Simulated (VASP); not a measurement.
Input:

```xyz
2
Lattice="0.0000 3.3167 3.3167 3.3167 0.0000 3.3167 3.3167 3.3167 0.0000" Properties=species:S:1:pos:R:3 pbc="T T T"
In     3.3167     0.0000     3.3167
Sb     1.6583     1.6583     1.6583
```

The numbers are results of HSEsol screened hybrid, VASP's PBE PAW potentials (set 64) (plane waves; VASP 6.6.1), not measurements. Numerical set-up: 520 eV cut-off, 6×6×6 Γ-centred mesh, Gaussian smearing of 0.050 eV, potentials In_d Sb.

Unless said otherwise, spin-orbit coupling is left out, though it shifts the bands of the heavy elements here.

Q: Predict the energy per atom (σ→0), pressure, band gap (over the mesh, the named points and PBE's band edges) with the smallest direct gap where there is one.

A: 
```yaml
band gap (over the mesh, the named points and PBE's band edges): none (metal, semimetal or under 0.01 eV)
energy per atom (σ→0): -4.471 eV/atom
pressure: -3.28 GPa
```

Only differences to runs with the same potentials and settings are physical.

The compound is InSb in the zinc blende structure. It was relaxed first, which changed the volume by +7 %.
